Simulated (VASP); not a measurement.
**W (space group Pm-3n): computed properties**

Method: PBEsol GGA, VASP's PBE PAW potentials (set 64) (plane waves; VASP).

| Property | Value |
|---|---|
| space group | Pm-3n (223) |
| cell | a = b = c = 5.0362 Å, α = β = γ = 90.00° |
| volume per atom | 15.97 Å³/atom |
| band gap (over mesh and band path) | none (metal, semimetal or under 0.01 eV) |
| density | 19.12 g/cm³ |

Space group Pm-3n (No. 223); a = 5.0362 Å, b = 5.0362 Å, c = 5.0362 Å, α = 90.00°, β = 90.00°, γ = 90.00°

| atom | site | symmetry | x | y | z |
|---|---|---|---|---|---|
| W | 2a | m-3. | 0.0000 | 0.0000 | 0.0000 |
| W | 6c | -4m.2 | 0.0000 | 0.5000 | 0.2500 |

Unless said otherwise, spin-orbit coupling is left out, though it shifts the bands of the heavy elements here.

The structure comes from a measured W entry (Pm-3n) of the Crystallography Open Database, whose conditions weren't checked. It was relaxed first. Symmetry was kept, so distortions that lower it aren't found.
